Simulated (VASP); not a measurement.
These are rev-vdW-DF2, VASP's PBE PAW potentials (set 64) (plane waves; VASP 6.6.1) values and carry that method's errors.

VASP ran on this input.

### KPOINTS
```
Regular mesh
0
Gamma
 7 7 7
0 0 0
```

### INCAR
```
SYSTEM = GaAs
PREC = Accurate
ENCUT = 520
EDIFF = 1E-6
NELM = 100
ALGO = Normal
LREAL = .FALSE.
LASPH = .TRUE.
ISMEAR = 0
SIGMA = 0.05
GGA = MK
PARAM1 = 0.1234568
PARAM2 = 0.7114
ZAB_VDW = -1.8867
LUSE_VDW = .TRUE.
AGGAC = 0.0
LMAXMIX = 4
LWAVE = .FALSE.
LCHARG = .FALSE.
IBRION = 2
ISIF = 3
NSW = 60
EDIFFG = -0.01
```

### POSCAR
```
GaAs
1
    0.0000000000     2.8250000000     2.8250000000
    2.8250000000     0.0000000000     2.8250000000
    2.8250000000     2.8250000000     0.0000000000
Ga As
1 1
Direct
  0.0000000000   0.0000000000   0.0000000000
  0.2500000000   0.2500000000   0.2500000000
```

POTCAR, in this order: Ga_d As (PBE.64 set). Program: vasp_std.

Task: What will the output report for the number of irreducible k-points (NKPTS), largest plane-wave count, number of space-group operations, FFT grid (NGX, NGY, NGZ)?

Result: 
```yaml
number of irreducible k-points (NKPTS): 20
largest_plane_wave_count: 1243
number_of_space_group_operations: 24
FFT grid (NGX, NGY, NGZ): 30 × 30 × 30
```

The compound is GaAs in the zinc blende structure. This run relaxes it. Symmetry was kept, so distortions that lower it aren't found.
